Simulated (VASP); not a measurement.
Computed with vdW-DF-cx, VASP's PBE PAW potentials (set 64) (plane waves; VASP 6.6.1).

VASP input:

### POSCAR
```
NiAl
1.0
  2.8900000000   0.0000000000   0.0000000000
  0.0000000000   2.8900000000   0.0000000000
  0.0000000000   0.0000000000   2.8900000000
Al Ni
1 1
Cartesian
  1.4450000000   1.4450000000   1.4450000000
  0.0000000000   0.0000000000   0.0000000000
```

### INCAR
```
ALGO = Normal
ENCUT = 520   # plane-wave cut-off (eV)
EDIFF = 1E-6
LCHARG = .FALSE.
SIGMA = 0.1   # width (eV)
EDIFFG = -0.01
PREC = Accurate
ISIF = 3
NSW = 60   # most ionic steps
LWAVE = .FALSE.
GGA = CX
LASPH = .TRUE.   # aspherical one-centre terms
AGGAC = 0.0
ISMEAR = 1
IBRION = 2   # conjugate gradients
LMAXMIX = 4
LUSE_VDW = .TRUE.
SYSTEM = NiAl
LREAL = .FALSE.   # projection in real space or not
NELM = 100
```

File KPOINTS:
```
kpoints
0
gamma
11 11 11
0 0 0
```

POTCAR, in this order: Al Ni (PBE.64 set). Program: vasp_std.

What VASP printed:

### OSZICAR
```
       N       E                     dE             d eps       ncg     rms          rms(c)
DAV:   1     0.434547988822E+02    0.43455E+02   -0.57370E+03  1136   0.134E+03
DAV:   2    -0.710024514549E+01   -0.50555E+02   -0.48266E+02  1124   0.205E+02
DAV:   3    -0.835454415918E+01   -0.12543E+01   -0.12422E+01  1334   0.422E+01
DAV:   4    -0.837554787804E+01   -0.21004E-01   -0.20992E-01  1270   0.483E+00
DAV:   5    -0.837619079176E+01   -0.64291E-03   -0.64290E-03  1306   0.880E-01    0.118E+01
DAV:   6    -0.102188238168E+02   -0.18426E+01   -0.56904E+01  1246   0.130E+02    0.153E+01
DAV:   7    -0.700771998246E+01    0.32111E+01   -0.16369E+01  1238   0.778E+01    0.115E+00
DAV:   8    -0.700054569410E+01    0.71743E-02   -0.41607E-01  1398   0.815E+00    0.105E+00
DAV:   9    -0.698728751244E+01    0.13258E-01   -0.56043E-02  1306   0.394E+00    0.194E-01
DAV:  10    -0.698693920614E+01    0.34831E-03   -0.20648E-03  1292   0.727E-01    0.622E-02
DAV:  11    -0.698693297050E+01    0.62356E-05   -0.59907E-05  1362   0.788E-02    0.258E-02
DAV:  12    -0.698693166238E+01    0.13081E-05   -0.19416E-06   784   0.248E-02    0.341E-03
DAV:  13    -0.698693129640E+01    0.36597E-06   -0.28090E-07   580   0.640E-03
   1 F= -.69869313E+01 E0= -.69867536E+01  d E =-.698693E+01
       N       E                     dE             d eps       ncg     rms          rms(c)
DAV:   1    -0.728493961644E+01   -0.29801E+00   -0.36444E+00  1216   0.356E+01    0.515E+00
DAV:   2    -0.765585217438E+01   -0.37091E+00   -0.11369E+01  1276   0.582E+01    0.650E+00
DAV:   3    -0.699162024031E+01    0.66423E+00   -0.40749E+00  1244   0.371E+01    0.492E-01
DAV:   4    -0.699089833056E+01    0.72191E-03   -0.40499E-02  1204   0.214E+00    0.451E-01
DAV:   5    -0.698879561176E+01    0.21027E-02   -0.87015E-03  1412   0.141E+00    0.762E-02
DAV:   6    -0.698880554762E+01   -0.99359E-05   -0.19498E-04  1194   0.186E-01    0.318E-02
DAV:   7    -0.698880234737E+01    0.32003E-05   -0.19885E-05  1518   0.757E-02    0.899E-03
DAV:   8    -0.698880137115E+01    0.97621E-06   -0.18492E-06   568   0.227E-02
   2 F= -.69888014E+01 E0= -.69885818E+01  d E =-.187007E-02
       N       E                     dE             d eps       ncg     rms          rms(c)
DAV:   1    -0.704019711870E+01   -0.51395E-01   -0.64282E-01  1202   0.153E+01    0.201E+00
DAV:   2    -0.708969831749E+01   -0.49501E-01   -0.17289E+00  1242   0.227E+01    0.261E+00
DAV:   3    -0.699268004875E+01    0.97018E-01   -0.71253E-01  1262   0.146E+01    0.360E-01
DAV:   4    -0.699114112956E+01    0.15389E-02   -0.62296E-03  1286   0.117E+00    0.323E-02
DAV:   5    -0.699113911887E+01    0.20107E-05   -0.11554E-04  1234   0.118E-01    0.227E-02
DAV:   6    -0.699114163194E+01   -0.25131E-05   -0.39173E-06  1152   0.276E-02    0.122E-02
DAV:   7    -0.699114298197E+01   -0.13500E-05   -0.13550E-06   570   0.121E-02    0.237E-03
DAV:   8    -0.699114309253E+01   -0.11056E-06   -0.50771E-07   560   0.140E-02
   3 F= -.69911431E+01 E0= -.69909431E+01  d E =-.421180E-02
```

### OUTCAR
```
------------------------ aborting loop because EDIFF is reached ----------------------------------------
  FORCE on cell =-STRESS in cart. coord.  units (eV):
  Direction    XX          YY          ZZ          XY          YZ          ZX
  --------------------------------------------------------------------------------------
  Total        0.0071240      0.0071240      0.0071240     -0.0000000      0.0000000     -0.0000000
  in kB        0.4817818      0.4817818      0.4817818     -0.0000000      0.0000000     -0.0000000
  external PRESSURE =       0.4817818 kB  Pullay stress =       0.0000000 kB
  volume of cell :       23.69
      direct lattice vectors                 reciprocal lattice vectors
     2.872068983  0.000000000  0.000000000     0.348181052 -0.000000000  0.000000000
     0.000000000  2.872068983  0.000000000    -0.000000000  0.348181052  0.000000000
    -0.000000000 -0.000000000  2.872068983    -0.000000000 -0.000000000  0.348181052
 POSITION                                       TOTAL-FORCE (eV/Angst)
 -----------------------------------------------------------------------------------
      1.43603      1.43603      1.43603         0.000000      0.000000      0.000000
      0.00000      0.00000      0.00000        -0.000000     -0.000000      0.000000
 -----------------------------------------------------------------------------------
    total drift:                                0.000000      0.000000      0.000000
  FREE ENERGIE OF THE ION-ELECTRON SYSTEM (eV)
  ---------------------------------------------------
  free  energy   TOTEN  =        -6.9911430925 eV

  energy  without entropy=       -6.9905430166  energy(sigma->0) =       -6.99094307

 reached required accuracy - stopping structural energy minimisation
```
(Selected blocks of OUTCAR.)

File CONTCAR:
```
NiAl
   1.00000000000000
     2.8720689832448349    0.0000000000000000    0.0000000000000000
     0.0000000000000000    2.8720689832448349    0.0000000000000000
    -0.0000000000000000   -0.0000000000000000    2.8720689832448349
  Al              Ni
     1     1
Direct
     0.5000000000000000    0.5000000000000000    0.5000000000000000
     0.0000000000000000    0.0000000000000000    0.0000000000000000
```

The compound is NiAl in the CsCl type structure. This run relaxes it. Symmetry was kept, so distortions that lower it aren't found. The run is not spin-polarised, so no magnetic state was tried. The electron count is odd and the run is not spin-polarised, which forces a metal.
